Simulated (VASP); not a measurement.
The system is Be4TeSe3.

```
CELL_PARAMETERS angstrom
5.21000 0.00000 0.00000
0.00000 5.21000 0.00000
0.00000 0.00000 5.21000
ATOMIC_POSITIONS crystal
Be 0.76000 0.24000 0.76000
Be 0.24000 0.76000 0.76000
Be 0.76000 0.76000 0.24000
Be 0.24000 0.24000 0.24000
Te 0.00000 0.00000 0.00000
Se 0.50000 0.00000 0.50000
Se 0.00000 0.50000 0.50000
Se 0.50000 0.50000 0.00000
```

The cell was built by a generator and needn't be a form met in nature.

| Property | Result |
| --- | --- |
| Program | VASP 6.6.1 |
| Task | relaxation of cell and atoms |
| Functional | PBE |
| Potentials or basis | VASP PAW PBE potentials, release 64 (Be, Te, Se) |
| Cutoff | 520 eV |
| k mesh | 3 × 3 × 3 |
| Occupations | gaussian, width 0.15 eV |
| Spin | no spin polarisation |

At the start: pressure 6.9 GPa; volume 17.68 Å³/atom.

Task: Where does the relaxation end?

Result: Over 5 steps the energy falls by 142.4 meV/atom and the volume is 18.67 Å³/atom (+5.6 %); space group P-43m (No. 215, to 0.05 Å).

Step by step:
```
step  energy change (eV)  largest force (eV/Å)  pressure (GPa)  volume (Å³)
   1              0.0000                3.0242            6.87       141.42
   2             -1.0381                0.3462           -2.94       157.52
   3             -1.0417                0.4617           -2.65       156.49
   4             -1.1361                0.1222           -0.35       150.56
   5             -1.1390                0.0461            0.18       149.33
```

Final structure:
```
Be Te Se
1.0
     5.30543    0.00000    0.00000
     0.00000    5.30543    0.00000
     0.00000    0.00000    5.30543
Be Te Se
4 1 3
Direct
  0.74057 0.25943 0.74057
  0.25943 0.74057 0.74057
  0.74057 0.74057 0.25943
  0.25943 0.25943 0.25943
  0.00000 0.00000 0.00000
  0.50000 0.00000 0.50000
  0.00000 0.50000 0.50000
  0.50000 0.50000 0.00000
```
